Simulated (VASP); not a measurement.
Consider the following.

```
CELL_PARAMETERS angstrom
      1.60466    -2.77936     0.00000
      1.60466     2.77936     0.00000
      0.00000     0.00000     5.18202
ATOMIC_POSITIONS crystal
  Zn 0.66667 0.33333 0.50164
  Zn 0.33333 0.66667 0.00164
  O  0.66667 0.33333 0.88036
  O  0.33333 0.66667 0.38036
```

These are AM05 GGA, VASP's PBE PAW potentials (set 64) (plane waves; VASP) values and carry that method's errors. Run with 520 eV cut-off, 8×8×4 Γ-centred mesh, Gaussian smearing of 0.050 eV, potentials Zn O.

Q: Give the stress tensor in GPa (positive for a compressed cell).

A: 
```
4.72  0.00  0.00
0.00  4.72  0.00
0.00  0.00  4.71
```
The pressure is its mean diagonal, 4.72 GPa.

The compound is ZnO in the wurtzite structure. This cell is one point of a volume scan, at 0.97 of the reference volume.
